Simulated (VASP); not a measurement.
OSZICAR of a VASP run on Tc (hcp):

OSZICAR:
```
       N       E                     dE             d eps       ncg     rms          rms(c)
DAV:   1     0.318257203200E+03    0.31826E+03   -0.16897E+04  4614   0.163E+03
DAV:   2    -0.917463270659E+01   -0.32743E+03   -0.32398E+03  5012   0.461E+02
DAV:   3    -0.172470308148E+02   -0.80724E+01   -0.79185E+01  5550   0.836E+01
DAV:   4    -0.173189795125E+02   -0.71949E-01   -0.71570E-01  5042   0.788E+00
DAV:   5    -0.173196037194E+02   -0.62421E-03   -0.62411E-03  5173   0.703E-01    0.267E+01
DAV:   6    -0.160275556734E+02    0.12920E+01   -0.29802E+00  4864   0.174E+01    0.888E+00
DAV:   7    -0.158593896583E+02    0.16817E+00   -0.61627E-01  5173   0.717E+00    0.104E+00
DAV:   8    -0.158484737283E+02    0.10916E-01   -0.13673E-02  4707   0.129E+00    0.732E-02
DAV:   9    -0.158485380716E+02   -0.64343E-04   -0.18403E-04  5234   0.126E-01    0.211E-02
DAV:  10    -0.158485403387E+02   -0.22671E-05   -0.12424E-05  4837   0.331E-02    0.905E-03
DAV:  11    -0.158485404859E+02   -0.14720E-06   -0.57630E-07  4822   0.762E-03    0.217E-03
DAV:  12    -0.158485399176E+02    0.56833E-06   -0.88093E-08  2409   0.230E-03    0.229E-04
DAV:  13    -0.158485399063E+02    0.11328E-07   -0.80868E-09  2323   0.724E-04
   1 F= -.15848540E+02 E0= -.15848560E+02  d E =-.158485E+02
       N       E                     dE             d eps       ncg     rms          rms(c)
DAV:   1    -0.158518909436E+02   -0.33510E-02   -0.15654E-01  4598   0.344E+00    0.329E-01
DAV:   2    -0.158491984205E+02    0.26925E-02   -0.44678E-03  4942   0.592E-01    0.145E-01
DAV:   3    -0.158485830617E+02    0.61536E-03   -0.21375E-03  5473   0.330E-01    0.207E-02
DAV:   4    -0.158485863583E+02   -0.32966E-05   -0.42031E-05  4653   0.689E-02    0.574E-03
DAV:   5    -0.158485860304E+02    0.32786E-06   -0.21585E-06  4901   0.102E-02    0.200E-03
DAV:   6    -0.158485861363E+02   -0.10590E-06   -0.13484E-07  3233   0.310E-03    0.622E-04
DAV:   7    -0.158485861348E+02    0.15557E-08   -0.10092E-08  2297   0.855E-04
   2 F= -.15848586E+02 E0= -.15848594E+02  d E =-.462285E-04
       N       E                     dE             d eps       ncg     rms          rms(c)
DAV:   1    -0.158493355552E+02   -0.74942E-03   -0.31459E-02  4598   0.154E+00    0.147E-01
DAV:   2    -0.158487977634E+02    0.53779E-03   -0.89823E-04  4926   0.264E-01    0.652E-02
DAV:   3    -0.158486726276E+02    0.12514E-03   -0.43699E-04  5441   0.148E-01    0.931E-03
DAV:   4    -0.158486732007E+02   -0.57314E-06   -0.88702E-06  4661   0.316E-02    0.272E-03
DAV:   5    -0.158486730448E+02    0.15595E-06   -0.50143E-07  4423   0.498E-03    0.879E-04
DAV:   6    -0.158486730343E+02    0.10486E-07   -0.35216E-08  2298   0.166E-03
   3 F= -.15848673E+02 E0= -.15848691E+02  d E =-.133128E-03
```

**Question.** Which electronic solver shows in the log?

**Answer.** It is blocked Davidson (ALGO = Normal, or the opening steps of other solvers). The INCAR had ALGO = Normal.

**Question.** Can the final energy be trusted as converged?

**Answer.** The calculation finished and met its thresholds. It stopped with EDIFF = 1E-7, NELM = 100, NSW = 30 and EDIFFG = -0.01 after 3 ionic steps (vdW-DF-cx, plane waves, VASP's PBE PAW potentials (set 64)).

The compound is Tc in the hcp structure. This cell is one point of a volume scan, at 0.97 of the reference volume. Symmetry was kept, so distortions that lower it aren't found.
